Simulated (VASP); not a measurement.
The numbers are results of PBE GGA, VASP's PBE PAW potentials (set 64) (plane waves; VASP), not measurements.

VASP input:

INCAR:
```
ALGO  =  Normal   ! blocked Davidson
ENCUT  =  480   ! plane-wave cut-off (eV)
LCHARG  =  .FALSE.
PREC  =  Accurate
LREAL  =  .FALSE.
ISIF  =  3   ! ions, shape and volume
GGA  =  PE
IBRION  =  2
LWAVE  =  .FALSE.
SIGMA  =  0.05
LASPH  =  .TRUE.   ! aspherical one-centre terms
SYSTEM  =  LiF
EDIFF  =  1E-6
NELM  =  100   ! most electronic steps
NSW  =  60
EDIFFG  =  -0.01   ! ionic stop
ISMEAR  =  0
```

KPOINTS:
```
Automatic mesh
0
Gamma
10 10 10
0 0 0
```

File POSCAR:
```
LiF
1.0
  0.0000000000   2.0150000000   2.0150000000
  2.0150000000   0.0000000000   2.0150000000
  2.0150000000   2.0150000000   0.0000000000
Li F
1 1
direct
  0.0000000000   0.0000000000   0.0000000000
  0.5000000000   0.5000000000   0.5000000000
```

POTCAR, in this order: Li F (PBE.64 set). Program: vasp_std.

Problem. What will the output report for the number of irreducible k-points (NKPTS), largest plane-wave count, number of space-group operations, FFT grid (NGX, NGY, NGZ)?

Solution. 
```
Item                                           Value
--------------------------------------  ------------
number of irreducible k-points (NKPTS)            47
largest plane-wave count                         399
number of space-group operations                  48
FFT grid (NGX, NGY, NGZ)                20 × 20 × 20
```

The compound is LiF in the rock salt structure. This run relaxes it. Symmetry was kept, so distortions that lower it aren't found.
